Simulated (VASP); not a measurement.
Energy against volume of Sr (fcc). Computed with rev-vdW-DF2, VASP's PBE PAW potentials (set 64) (plane waves; VASP).

| V (Å³/atom) | E (eV/atom) |
|---|---|
| 48.911 | 0.39812 |
| 50.472 | 0.39198 |
| 52.033 | 0.39002 |
| 53.594 | 0.39159 |
| 55.155 | 0.39631 |

Problem. Fit a third-order Birch-Murnaghan equation of state.

Solution. 
```yaml
volume_per_atom: 52.08 Å³/atom
bulk_modulus: 12.2 GPa
pressure_derivative_of_the_bulk_modulus: 3.86
lattice_constant_a: 5.928 Å
```

Measured: bulk modulus 12.5 GPa at 0 K (computed value off by -2.4 %), as given by H. Levämäki et al., Physical Review B (2014), arXiv:1402.3671 [corrected for temperature and zero-point phonon effects]; a 6.045 Å at 0 K (computed value off by -1.9 %), as given by Gábor I. Csonka et al., Physical Review B (2009), arXiv:0903.4037 [low-temperature or extrapolated to 0 K; zero-point anharmonic expansion removed].

The compound is Sr in the fcc structure. It was relaxed first, which changed the volume by -7 %.
